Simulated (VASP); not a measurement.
Input for VASP

KPOINTS:
```
Automatic mesh
0
Gamma
10 10 10
0 0 0
```

**INCAR**
```
SYSTEM  =  TiTe
PREC  =  Accurate; ENCUT  =  400; LREAL  =  .FALSE.
LASPH  =  .TRUE.
EDIFF  =  1E-6; NELM  =  100; ALGO  =  Normal
LMAXMIX  =  4
ISMEAR  =  1; SIGMA  =  0.1
GGA  =  PS
IBRION  =  2; NSW  =  60; ISIF  =  3
EDIFFG  =  -0.01
LWAVE  =  .FALSE.; LCHARG  =  .FALSE.
```

### POSCAR
```
TiTe
1.0
  0.0000000000   2.7824762283   2.7824762283
  2.7824762283   0.0000000000   2.7824762283
  2.7824762283   2.7824762283   0.0000000000
Ti Te
1 1
Direct
  0.0000000000   0.0000000000   0.0000000000
  0.5000000000   0.5000000000   0.5000000000
```

POTCAR, in this order: Ti_sv Te (PBE.64 set). Program: vasp_std.

Write an equivalent input for Quantum ESPRESSO's pw.x.

One equivalent input (not run):
```
&CONTROL
  calculation = 'vc-relax'
  pseudo_dir = './pseudo'
  outdir = './out'
  tprnfor = .true.
  tstress = .true.
  nstep = 60
  forc_conv_thr = 0.00039
/
&SYSTEM
  ibrav = 0
  nat = 2
  ntyp = 2
  ecutwfc = 84
  occupations = 'smearing'
  smearing = 'methfessel-paxton'
  degauss = 0.00735
  input_dft = 'pbesol'
/
&ELECTRONS
  conv_thr = 7.3e-08
  electron_maxstep = 100
/
&IONS
/
&CELL
/
ATOMIC_SPECIES
  Ti 47.867 Ti.upf
  Te 127.600 Te.upf
CELL_PARAMETERS angstrom
     0.0000000    2.7824762    2.7824762
     2.7824762    0.0000000    2.7824762
     2.7824762    2.7824762   -0.0000000
ATOMIC_POSITIONS crystal
  Ti   0.0000000  0.0000000  0.0000000
  Te   0.5000000  0.5000000  0.5000000
K_POINTS automatic
  10 10 10 0 0 0
```
The two are equivalent in intent, not identical: the potentials are each code's own (VASP's PAW set, PseudoDojo norm-conserving files in pw.x), so ENCUT and ecutwfc are chosen apart and not converted; conv_thr bounds pw.x's estimated SCF error, while EDIFF bounds the energy change between steps; forc_conv_thr acts on force components and is met together with etot_conv_thr.

The structure was generated: TiTe was put into the rock salt type (Fm-3m), which need not be its known phase. This run relaxes it. Symmetry was kept, so distortions that lower it aren't found. The start is the result of an earlier pass.
